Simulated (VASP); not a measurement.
These are revPBE GGA, VASP's PBE PAW potentials (set 64) (plane waves; VASP 6.6.1) values and carry that method's errors.

VASP input:

### POSCAR
```
Pt
1.0
  0.0000000000   1.9911250069   1.9911250069
  1.9911250069   0.0000000000   1.9911250069
  1.9911250069   1.9911250069   0.0000000000
Pt
1
Cartesian
  0.0000000000   0.0000000000   0.0000000000
```

KPOINTS:
```
Regular mesh
0
Gamma
 14 14 14
```

**INCAR**
```
SYSTEM = Pt
PREC = Accurate; ENCUT = 520; LREAL = .False.
LASPH = .True.
EDIFF = 1E-6; NELM = 100; ALGO = Normal
LMAXMIX = 6
ISMEAR = 1; SIGMA = 0.1
GGA = RE
IBRION = 2; NSW = 60; ISIF = 3
EDIFFG = -0.01
LWAVE = .False.; LCHARG = .False.
```

POTCAR, in this order: Pt (PBE.64 set). Program: vasp_std.

Unless said otherwise, spin-orbit coupling is left out, though it shifts the bands of the heavy elements here.

Problem. What does the run give for the energy per atom (σ→0), band gap (on the k-mesh)?

Solution. 
* **energy per atom (σ→0)**: -5.585 eV/atom
* **band gap (on the k-mesh)**: none (metal, semimetal or under 0.01 eV)

File OSZICAR:
```
...
DAV:   5    -0.593154030622E+01   -0.11744E-04   -0.11744E-04  2068   0.944E-02    0.111E+01
DAV:   6    -0.562008503355E+01    0.31146E+00   -0.86625E-01  1910   0.839E+00    0.599E+00
DAV:   7    -0.558749513042E+01    0.32590E-01   -0.13710E-01  2025   0.326E+00    0.243E+00
DAV:   8    -0.558469748266E+01    0.27976E-02   -0.40343E-03  2002   0.603E-01    0.428E-01
DAV:   9    -0.558458733515E+01    0.11015E-03   -0.49277E-05  2003   0.731E-02    0.229E-02
DAV:  10    -0.558459259852E+01   -0.52634E-05   -0.26070E-06  2173   0.180E-02    0.335E-03
DAV:  11    -0.558459253603E+01    0.62492E-07   -0.45582E-08  1009   0.208E-03
   1 F= -.55845925E+01 E0= -.55847128E+01  d E =-.558459E+01
```

The compound is Pt in the fcc structure. It was relaxed first. The start is the result of an earlier pass.
